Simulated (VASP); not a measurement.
Li4P:

```
CELL_PARAMETERS angstrom
-2.84160 2.84160 1.77571
2.84160 -2.84160 1.77571
2.84160 2.84160 -1.77571
ATOMIC_POSITIONS crystal
Li 0.59819 0.80284 0.40103
Li 0.80284 0.40181 0.20465
Li 0.19716 0.59819 0.79535
Li 0.40181 0.19716 0.59897
P 0.00000 0.00000 0.00000
```

The cell was built by a generator and needn't be a form met in nature.

| Quantity | Value |
| --- | --- |
| Program | VASP 6.6.1 |
| Task | relaxation of cell and atoms |
| Functional | PBE |
| Potentials or basis | VASP PAW PBE potentials, release 64 (Li_sv, P) |
| Cutoff | 600 eV |
| k mesh | 9 × 9 × 9 |
| Occupations | gaussian, width 0.05 eV |
| Spin | no spin polarisation |

At the start: pressure 10.1 GPa; volume 11.47 Å³/atom.

How do energy, volume and symmetry change on relaxing?

Over 11 steps the energy falls by 143.9 meV/atom and the volume is 14.06 Å³/atom (+22.5 %); space group I4/m (No. 87, to 0.05 Å).

Step by step:
```csv
step,energy change (eV),largest force (eV/Å),pressure (GPa),volume (Å³)
1,0.0000,0.8934,10.14,57.35
2,-0.4827,0.5403,4.09,63.55
3,-0.6606,0.2990,-0.01,70.00
4,-0.6669,0.2657,-0.69,71.37
5,-0.6671,0.2594,-0.84,71.67
6,-0.6856,0.2059,-0.51,71.03
7,-0.7095,0.1035,0.58,69.15
8,-0.7155,0.0714,0.24,69.89
9,-0.7179,0.0411,-0.15,70.76
10,-0.7192,0.0264,-0.06,70.55
11,-0.7197,0.0089,0.06,70.29
```

Final structure:
```yaml
crystal:
  lattice:
    - [-2.94703, 2.94703, 2.02318]
    - [2.94703, -2.94703, 2.02318]
    - [2.94703, 2.94703, -2.02318]
  atoms:
    - { symbol: Li, position: [0.62182, 0.78391, 0.40573] }
    - { symbol: Li, position: [0.78391, 0.37818, 0.16209] }
    - { symbol: Li, position: [0.21609, 0.62182, 0.83791] }
    - { symbol: Li, position: [0.37818, 0.21609, 0.59427] }
    - { symbol: P, position: [0.00000, 0.00000, 0.00000] }
```

Caveat: the cutoff is under 1.25 times the usual one of these potentials, so pressure, stress and relaxed cells hold a basis-set (Pulay) error; the volume moved by over 15 % at a fixed basis, so the end points are rough.
